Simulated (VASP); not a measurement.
Method: optB86b-vdW, VASP's PBE PAW potentials (set 64) (plane waves; VASP).

VASP ran on this input.

### POSCAR
```
Ir
1
    0.0000000000     1.9491506595     1.9491506595
    1.9491506595     0.0000000000     1.9491506595
    1.9491506595     1.9491506595     0.0000000000
Ir
1
Direct
  0.0000000000   0.0000000000   0.0000000000
```

KPOINTS:
```
Automatic mesh
0
Gamma
16 16 16
0 0 0
```

**INCAR**
```
! general
SYSTEM   = Ir
PREC     = Accurate
ENCUT    = 520
LREAL    = F
LASPH    = T

! electronic loop
EDIFF    = 1E-7
NELM     = 100
ALGO     = Normal
LMAXMIX  = 6

! smearing
ISMEAR   = 1
SIGMA    = 0.1

! functional
GGA      = MK
LUSE_VDW = T
AGGAC    = 0.0
PARAM1   = 0.1234
PARAM2   = 1.0

! ions
ISIF     = 2

! output
LWAVE    = F
LCHARG   = F
```

POTCAR, in this order: Ir (PBE.64 set). Program: vasp_std.

Output

**OUTCAR**
```
 ion  position               nearest neighbor table
   1  0.000  0.000  0.000-
  LATTYP: Found a face centered cubic cell.
 ALAT       =     3.8983013190
 Subroutine PRICEL returns:
 Original cell was already a primitive cell.
 Subroutine GETGRP returns: Found 48 space group operations
The static configuration has the point symmetry O_h .
The dynamic configuration has the point symmetry O_h .
 Subroutine INISYM returns: Found 48 space group operations
 Subroutine IBZKPT returns following result:
 Found    145 irreducible k-points:

 Following reciprocal coordinates:
            Coordinates               Weight
  0.000000  0.000000  0.000000      1.000000
  0.062500  0.000000  0.000000      8.000000
  0.125000  0.000000  0.000000      8.000000
  0.187500  0.000000  0.000000      8.000000
  0.250000  0.000000  0.000000      8.000000
  0.312500  0.000000  0.000000      8.000000
  0.375000  0.000000  0.000000      8.000000
  0.437500  0.000000  0.000000      8.000000
  0.500000  0.000000  0.000000      4.000000
  0.062500  0.062500  0.000000      6.000000
...
```

### OSZICAR
```
       N       E                     dE             d eps       ncg     rms          rms(c)
DAV:   1     0.457258315741E+02    0.45726E+02   -0.44589E+03  2352   0.102E+03
DAV:   2    -0.649644478187E+01   -0.52222E+02   -0.50630E+02  2360   0.204E+02
DAV:   3    -0.714566673249E+01   -0.64922E+00   -0.64593E+00  3368   0.311E+01
DAV:   4    -0.714922808707E+01   -0.35614E-02   -0.35602E-02  2904   0.167E+00
DAV:   5    -0.714925177534E+01   -0.23688E-04   -0.23688E-04  3520   0.922E-02    0.135E+01
DAV:   6    -0.666187122368E+01    0.48738E+00   -0.11235E+00  2696   0.146E+01    0.535E+00
DAV:   7    -0.658505063280E+01    0.76821E-01   -0.28040E-01  3040   0.675E+00    0.156E+00
DAV:   8    -0.657925484590E+01    0.57958E-02   -0.22617E-03  2560   0.729E-01    0.287E-01
DAV:   9    -0.657896097668E+01    0.29387E-03   -0.42154E-04  3200   0.334E-01    0.136E-02
DAV:  10    -0.657896770502E+01   -0.67283E-05   -0.45691E-06  2984   0.237E-02    0.185E-03
DAV:  11    -0.657896786754E+01   -0.16252E-06   -0.91137E-08  2880   0.357E-03    0.109E-03
DAV:  12    -0.657896776007E+01    0.10747E-06   -0.99455E-09  1416   0.135E-03    0.996E-05
DAV:  13    -0.657896776024E+01   -0.17110E-09   -0.36368E-10  1312   0.263E-04
   1 F= -.65789678E+01 E0= -.65788699E+01  d E =-.293578E-03
```

### OUTCAR
```
------------------------ aborting loop because EDIFF is reached ----------------------------------------
  FORCE on cell =-STRESS in cart. coord.  units (eV):
  Direction    XX          YY          ZZ          XY          YZ          ZX
  --------------------------------------------------------------------------------------
  Total       -0.8938267     -0.8938267     -0.8938267      0.0000000      0.0000000      0.0000000
  in kB      -96.6935917    -96.6935917    -96.6935917      0.0000000      0.0000000      0.0000000
  external PRESSURE =     -96.6935917 kB  Pullay stress =       0.0000000 kB
  volume of cell :       14.81
      direct lattice vectors                 reciprocal lattice vectors
     0.000000000  1.949150660  1.949150660    -0.256521987  0.256521987  0.256521987
     1.949150660  0.000000000  1.949150660     0.256521987 -0.256521987  0.256521987
     1.949150660  1.949150660  0.000000000     0.256521987  0.256521987 -0.256521987
 POSITION                                       TOTAL-FORCE (eV/Angst)
 -----------------------------------------------------------------------------------
      0.00000      0.00000      0.00000         0.000000      0.000000      0.000000
 -----------------------------------------------------------------------------------
    total drift:                                0.000000     -0.000000     -0.000000
  FREE ENERGIE OF THE ION-ELECTRON SYSTEM (eV)
  ---------------------------------------------------
  free  energy   TOTEN  =        -6.5789677602 eV

  energy  without entropy=       -6.5786741820  energy(sigma->0) =       -6.57886990
```
(Selected blocks of OUTCAR.)

The compound is Ir in the fcc structure. This cell is one point of a volume scan, at 1.03 of the reference volume.
